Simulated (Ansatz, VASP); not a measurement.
# HfO2 in two plane-wave programs

Aim: how closely do two programs agree when they are given the same cell, functional and k mesh? The cell is taken from a series of runs on this material, whose earlier steps may have relaxed, scaled, displaced or heated it; both programs get it as it stands.

Program: Ansatz 0.2.0. Level of theory: plane waves, with VASP 6.6.1 beside it; zone-centre phonons at PBE. Results are calculated unless marked as measured.

**1. Set-up**

Symmetry: P4_2/nmc, No. 137, tetragonal system. Conventional cell: a = 3.587 Å, b = 3.587 Å, c = 5.210 Å, α = 90.00°, β = 90.00°, γ = 90.00°. Nearest to O lie 4 Hf at 2.07 to 2.39 Å. Nearest to Hf lie 8 O at 2.07 to 2.39 Å. Farther neighbours and most contacts between anions are not listed.

As a file:

```
O Hf
1.0
     3.58724    0.00000    0.00000
     0.00000    3.58724    0.00000
     0.00000    0.00000    5.21044
O Hf
4 2
Direct
  0.00000 0.50000 0.69771
  0.50000 0.00000 0.80229
  0.50000 0.00000 0.30229
  0.00000 0.50000 0.19771
  0.50000 0.50000 0.50000
  0.00000 0.00000 0.00000
```

**2. VASP: zone-centre phonons, PBE**

Second derivatives magnify differences that forces hide, and they need a tight electronic threshold.

Lines of VASP's logs that name or quote its potential files are left out, and so is its time.

File INCAR:

```
SYSTEM = HfO2
PREC = Accurate
ENCUT = 600
EDIFF = 1E-08
NELM = 120
ISMEAR = 0
SIGMA = 0.01
LREAL = .FALSE.
ALGO = Normal
GGA = PE
NBANDS = 28
LASPH = .TRUE.
LORBIT = 11
LWAVE = .FALSE.
LCHARG = .FALSE.
ISIF = 2
IBRION = 8
LEPSILON = .TRUE.
GGA_COMPAT = .FALSE.
EFERMI = MIDGAP
KPAR = 2
```

File POSCAR:

```
HfO2
1.0
    3.5872434298      0.0000000000      0.0000000000
    0.0000000000      3.5872434298      0.0000000000
    0.0000000000      0.0000000000      5.2104448969
O Hf
4 2
Direct
    0.0000000000      0.5000000000      0.6977055399
    0.5000000000      0.0000000000      0.8022944601
    0.5000000000      0.0000000000      0.3022944601
    0.0000000000      0.5000000000      0.1977055399
    0.5000000000      0.5000000000      0.5000000000
    0.0000000000      0.0000000000      0.0000000000
```

File KPOINTS:

```
Automatic mesh
0
Gamma
8 8 4
0 0 0
```

PAW data sets: O and Hf_pv (PBE family, release 64).

On the command line:

```sh
mpirun -np 2 vasp_std
```

Numbers of over 12 decimals in the logs are rounded to 6 here.

The log of the run:

```text
[banner, memory and clock lines left out]
running    2 mpi-ranks, on    1 nodes
 distrk:  each k-point on    1 cores,    2 groups
 distr:  one band on    1 cores,    1 groups

 POSCAR found type information on POSCAR O Hf
 POSCAR found :  2 types and       6 ions
 LDA part: xc-table for (Slater+PW92), standard interpolation
 POSCAR, INCAR and KPOINTS ok, starting setup
 FFT: planning ... GRIDC
 FFT: planning ... GRID_SOFT
 FFT: planning ... GRID
 WAVECAR not read
 entering main loop
       N       E                     dE             d eps       ncg     rms          rms(c)
DAV:   1     0.274096999244E+03    0.27410E+03   -0.27378E+04  2520   0.175E+03
DAV:   2    -0.573388996396E+02   -0.33144E+03   -0.32280E+03  3216   0.404E+02
DAV:   3    -0.717145115324E+02   -0.14376E+02   -0.14328E+02  2924   0.773E+01
DAV:   4    -0.718751628128E+02   -0.16065E+00   -0.16052E+00  3428   0.894E+00
DAV:   5    -0.718763767983E+02   -0.12140E-02   -0.12138E-02  3128   0.731E-01    0.709E+01
DAV:   6    -0.609045404861E+02    0.10972E+02   -0.59556E+01  2880   0.421E+01    0.601E+01
DAV:   7    -0.607469797772E+02    0.15756E+00   -0.24631E+00  3100   0.107E+01    0.368E+01
DAV:   8    -0.607322118114E+02    0.14768E-01   -0.29962E-01  3068   0.443E+00    0.745E+00
DAV:   9    -0.607120282147E+02    0.20184E-01   -0.89527E-02  2840   0.200E+00    0.259E+00
DAV:  10    -0.607113941830E+02    0.63403E-03   -0.77706E-03  3168   0.588E-01    0.584E-02
DAV:  11    -0.607114692457E+02   -0.75063E-04   -0.48213E-04  3112   0.148E-01    0.164E-01
DAV:  12    -0.607114994219E+02   -0.30176E-04   -0.63866E-05  3180   0.476E-02    0.145E-01
DAV:  13    -0.607115014319E+02   -0.20099E-05   -0.40706E-06  2972   0.138E-02    0.924E-03
DAV:  14    -0.607115019626E+02   -0.53074E-06   -0.48828E-07  3148   0.433E-03    0.109E-02
DAV:  15    -0.607115018234E+02    0.13923E-06   -0.16168E-07  3208   0.230E-03    0.340E-04
DAV:  16    -0.607115018452E+02   -0.21764E-07   -0.44523E-09  1844   0.473E-04    0.836E-05
DAV:  17    -0.607115018510E+02   -0.58249E-08   -0.93920E-10  1696   0.199E-04
   1 F= -.60711502E+02 E0= -.60711502E+02  d E =0.000000E+00
 Linear response reoptimize wavefunctions to high precision
DAV:   1    -0.607115018470E+02    0.39863E-08   -0.14661E-10  1684   0.890E-05
DAV:   2    -0.607115018470E+02    0.25011E-10   -0.16035E-11  1640   0.319E-05
 Linear response G [H, r] |phi>, progress :
  Direction:   1
       N       E                     dE             d eps       ncg     rms
RMM:   1    -0.183239300475E+03   -0.18324E+03    0.13516E+03  3673   0.232E+02
RMM:   2    -0.179103084697E+03    0.41362E+01   -0.68226E+01  4039   0.402E+01
RMM:   3    -0.179811607719E+03   -0.70852E+00   -0.55640E+00  4758   0.703E+00
RMM:   4    -0.179829823360E+03   -0.18216E-01   -0.29763E-01  5116   0.155E+00
RMM:   5    -0.179829152771E+03    0.67059E-03   -0.20166E-02  4993   0.370E-01
RMM:   6    -0.179829294583E+03   -0.14181E-03   -0.22644E-03  5116   0.925E-02
RMM:   7    -0.179829290869E+03    0.37139E-05   -0.93112E-04  5103   0.291E-02
RMM:   8    -0.179829297632E+03   -0.67627E-05   -0.19236E-04  4951   0.133E-02
RMM:   9    -0.179829298134E+03   -0.50204E-06   -0.13372E-03  4562   0.100E-02
RMM:  10    -0.179829300182E+03   -0.20482E-05   -0.77040E-04  4531   0.923E-03
RMM:  11    -0.179829303995E+03   -0.38126E-05   -0.14121E-03  4316   0.901E-03
RMM:  12    -0.179829293497E+03    0.10498E-04   -0.16676E-03  3964   0.892E-03
RMM:  13    -0.179829298901E+03   -0.54039E-05   -0.16394E-03  3795   0.890E-03
 Linear response G [H, r] |phi>, progress :
  Direction:   2
       N       E                     dE             d eps       ncg     rms
RMM:   1    -0.180888428162E+03   -0.18089E+03    0.15560E+03  3684   0.238E+02
RMM:   2    -0.175154693750E+03    0.57337E+01   -0.83632E+01  4046   0.431E+01
RMM:   3    -0.176035168374E+03   -0.88047E+00   -0.65488E+00  4810   0.797E+00
RMM:   4    -0.176058654701E+03   -0.23486E-01   -0.33076E-01  5097   0.170E+00
RMM:   5    -0.176057673877E+03    0.98082E-03   -0.24140E-02  4978   0.414E-01
RMM:   6    -0.176057808596E+03   -0.13472E-03   -0.19540E-03  5170   0.106E-01
RMM:   7    -0.176057825377E+03   -0.16781E-04   -0.54216E-04  5097   0.325E-02
RMM:   8    -0.176057815945E+03    0.94320E-05   -0.31704E-05  4920   0.155E-02
RMM:   9    -0.176057801213E+03    0.14732E-04   -0.24579E-04  4716   0.117E-02
RMM:  10    -0.176057803017E+03   -0.18034E-05    0.53582E-04  4445   0.108E-02
RMM:  11    -0.176057806523E+03   -0.35061E-05   -0.22762E-04  4272   0.105E-02
RMM:  12    -0.176057805977E+03    0.54547E-06    0.39278E-07  3991   0.104E-02
RMM:  13    -0.176057807998E+03   -0.20207E-05    0.10949E-04  3803   0.103E-02
 Linear response G [H, r] |phi>, progress :
  Direction:   3
       N       E                     dE             d eps       ncg     rms
RMM:   1    -0.183329791310E+03   -0.18333E+03    0.12450E+03  3937   0.224E+02
[...]
Born effective charge ion    1 direction 1 :  -3.433   0.000   0.000
 Linear response progress:
  Degree of freedom:   2/  5
       N       E                     dE             d eps       ncg     rms          rms(c)
RMM:   1    -0.370418680525E+00   -0.37042E+00    0.27538E-01 10470   0.306E+00
RMM:   2    -0.365311829672E+00    0.51069E-02   -0.10240E-02  8098   0.456E-01    0.371E-01
[...]
RMM:   3    -0.376477780828E+00   -0.13999E-02   -0.19112E-03  6857   0.189E-01    0.490E-01
RMM:   4    -0.378492998288E+00   -0.20152E-02   -0.11988E-03  6898   0.158E-01    0.740E-02
RMM:   5    -0.378412726657E+00    0.80272E-04   -0.10189E-04  7041   0.388E-02    0.267E-02
RMM:   6    -0.378419658269E+00   -0.69316E-05   -0.13717E-05  7386   0.102E-02    0.115E-02
RMM:   7    -0.378428314929E+00   -0.86567E-05    0.26108E-07  7433   0.375E-03    0.564E-03
RMM:   8    -0.378403282537E+00    0.25032E-04    0.85171E-07  7239   0.286E-03    0.203E-03
RMM:   9    -0.378406034586E+00   -0.27520E-05   -0.54254E-07  7460   0.656E-04    0.942E-04
RMM:  10    -0.378410240496E+00   -0.42059E-05   -0.76303E-07  7453   0.609E-04    0.377E-04
RMM:  11    -0.378409964758E+00    0.27574E-06   -0.18662E-07  7606   0.348E-04    0.786E-05
RMM:  12    -0.378409980008E+00   -0.15249E-07   -0.33844E-07  7956   0.261E-04    0.307E-05
RMM:  13    -0.378409985990E+00   -0.59823E-08   -0.46860E-07  8225   0.241E-04    0.194E-05
RMM:  14    -0.378410007846E+00   -0.21857E-07   -0.36361E-07  8308   0.236E-04    0.470E-06
RMM:  15    -0.378410016086E+00   -0.82396E-08   -0.38197E-07  8076   0.232E-04    0.350E-06
RMM:  16    -0.378410011198E+00    0.48876E-08   -0.31114E-07  6729   0.231E-04    0.674E-07
RMM:  17    -0.378410008942E+00    0.22564E-08   -0.37294E-07  6260   0.231E-04    0.385E-07
RMM:  18    -0.378410007512E+00    0.14295E-08   -0.31565E-07  5766   0.231E-04    0.714E-08
 first order change of Fermi-energy  -0.29954E+00
 force on displaced ion       1 direction 3 :   0.000   0.000 -13.420
 Born effective charge ion    1 direction 3 :   0.000   0.000  -2.398
 Linear response progress:
  Degree of freedom:   4/  5
       N       E                     dE             d eps       ncg     rms          rms(c)
RMM:   1    -0.237949911694E+00   -0.23795E+00    0.23924E+00  6102   0.868E+00
RMM:   2    -0.231024252009E+00    0.69257E-02   -0.39190E-02  7584   0.108E+00    0.937E-01
RMM:   3    -0.230420402690E+00    0.60385E-03   -0.13890E-03  8665   0.166E-01    0.559E-01
RMM:   4    -0.229522158646E+00    0.89824E-03   -0.31348E-04  9845   0.895E-02    0.140E-01
RMM:   5    -0.229311680824E+00    0.21048E-03   -0.19643E-05 10424   0.255E-02    0.197E-02
RMM:   6    -0.229336403719E+00   -0.24723E-04    0.23014E-06  9949   0.114E-02    0.181E-02
RMM:   7    -0.229331794280E+00    0.46094E-05    0.34081E-06 10778   0.334E-03    0.103E-02
RMM:   8    -0.229325289073E+00    0.65052E-05   -0.78437E-06  9873   0.161E-03    0.462E-04
RMM:   9    -0.229325685214E+00   -0.39614E-06   -0.47192E-06 10822   0.666E-04    0.564E-04
RMM:  10    -0.229325567967E+00    0.11725E-06   -0.23763E-06 10873   0.419E-04    0.760E-05
RMM:  11    -0.229325738473E+00   -0.17051E-06   -0.14965E-06 10922   0.313E-04    0.108E-04
RMM:  12    -0.229325722475E+00    0.15999E-07   -0.98185E-07 11224   0.266E-04    0.973E-05
RMM:  13    -0.229325717962E+00    0.45124E-08   -0.74775E-07 11041   0.243E-04    0.446E-05
RMM:  14    -0.229325747962E+00   -0.30000E-07   -0.37950E-07 11092   0.232E-04    0.180E-05
[...]
RMM:  19    -0.229325753810E+00   -0.29248E-07   -0.40737E-07  8782   0.221E-04    0.180E-06
RMM:  20    -0.229325729338E+00    0.24472E-07   -0.35173E-08  8673   0.221E-04    0.329E-07
RMM:  21    -0.229325740396E+00   -0.11058E-07   -0.28279E-07  8413   0.221E-04    0.705E-07
RMM:  22    -0.229325709535E+00    0.30861E-07    0.19871E-07  8280   0.221E-04    0.753E-07
RMM:  23    -0.229325731220E+00   -0.21685E-07   -0.16416E-07  8234   0.221E-04    0.107E-06
RMM:  24    -0.229325709570E+00    0.21651E-07    0.17238E-07  8213   0.221E-04    0.541E-07
RMM:  25    -0.229325738666E+00   -0.29096E-07   -0.25045E-07  8228   0.221E-04    0.824E-07
RMM:  26    -0.229325745343E+00   -0.66768E-08   -0.90421E-08  8201   0.221E-04    0.120E-06
 first order change of Fermi-energy  -0.19372E-05
 force on displaced ion       5 direction 1 :  -9.548   0.000  -0.002
 Born effective charge ion    5 direction 1 :   5.509   0.000  -0.000
 Linear response progress:
  Degree of freedom:   5/  5
       N       E                     dE             d eps       ncg     rms          rms(c)
RMM:   1    -0.260491211216E+00   -0.26049E+00    0.22345E+00  5328   0.848E+00
RMM:   2    -0.251251704818E+00    0.92395E-02   -0.41525E-02  6339   0.114E+00    0.789E-01
RMM:   3    -0.250305572607E+00    0.94613E-03   -0.32914E-03  7558   0.213E-01    0.503E-01
RMM:   4    -0.249245295502E+00    0.10603E-02   -0.86607E-04  7382   0.171E-01    0.173E-01
RMM:   5    -0.249026164208E+00    0.21913E-03   -0.26201E-04  8929   0.540E-02    0.333E-02
RMM:   6    -0.249078103057E+00   -0.51939E-04   -0.38657E-05  7814   0.214E-02    0.209E-02
RMM:   7    -0.249093933161E+00   -0.15830E-04   -0.67398E-06  8884   0.662E-03    0.185E-02
RMM:   8    -0.249099069887E+00   -0.51367E-05   -0.21787E-06  7378   0.471E-03    0.686E-03
RMM:   9    -0.249101882462E+00   -0.28126E-05   -0.39249E-06  8057   0.189E-03    0.561E-04
RMM:  10    -0.249102421176E+00   -0.53871E-06   -0.21394E-06  8525   0.759E-04    0.679E-04
RMM:  11    -0.249102362821E+00    0.58355E-07   -0.10350E-06  8838   0.438E-04    0.399E-04
RMM:  12    -0.249102679840E+00   -0.31702E-06    0.20941E-06  7935   0.403E-04    0.220E-04
RMM:  13    -0.249102762814E+00   -0.82974E-07    0.21093E-06  9350   0.308E-04    0.574E-05
RMM:  14    -0.249102810436E+00   -0.47622E-07    0.16399E-06  9292   0.281E-04    0.128E-05
[...]
RMM:  24    -0.249102726760E+00    0.63991E-08    0.29706E-06  6581   0.264E-04    0.101E-06
RMM:  25    -0.249102726862E+00   -0.10203E-09    0.29479E-06  6562   0.264E-04    0.121E-06
RMM:  26    -0.249102732692E+00   -0.58302E-08    0.28413E-06  6573   0.264E-04    0.930E-07
RMM:  27    -0.249102741745E+00   -0.90526E-08    0.27279E-06  6566   0.264E-04    0.123E-06
RMM:  28    -0.249102731747E+00    0.99986E-08    0.28239E-06  6606   0.264E-04    0.104E-06
RMM:  29    -0.249102723635E+00    0.81114E-08    0.29549E-06  6600   0.264E-04    0.117E-06
RMM:  30    -0.249102738131E+00   -0.14496E-07    0.28006E-06  6631   0.264E-04    0.101E-06
RMM:  31    -0.249102726513E+00    0.11618E-07    0.28988E-06  6628   0.264E-04    0.110E-06
 first order change of Fermi-energy   0.20809E+01
 force on displaced ion       5 direction 3 :   0.000   0.000 -23.840
 Born effective charge ion    5 direction 3 :   0.000   0.000   4.794
 Born effective charges drift removed
 Linear response finished
```

(Continued in part 2 of 3.)

[Lines on the potential files, build, host, timing and source positions are cut from VASP's logs without a mark.]

[Logs are printed without paths, hosts, clocks, repeated set-up lines and the standing remarks that a program may print on its own settings, such as how far it seeks lower states.]

[Hosts, paths, dates, database ids (printed as entryN), source tags and the programs' standing remarks are cut or masked in the printed files.]
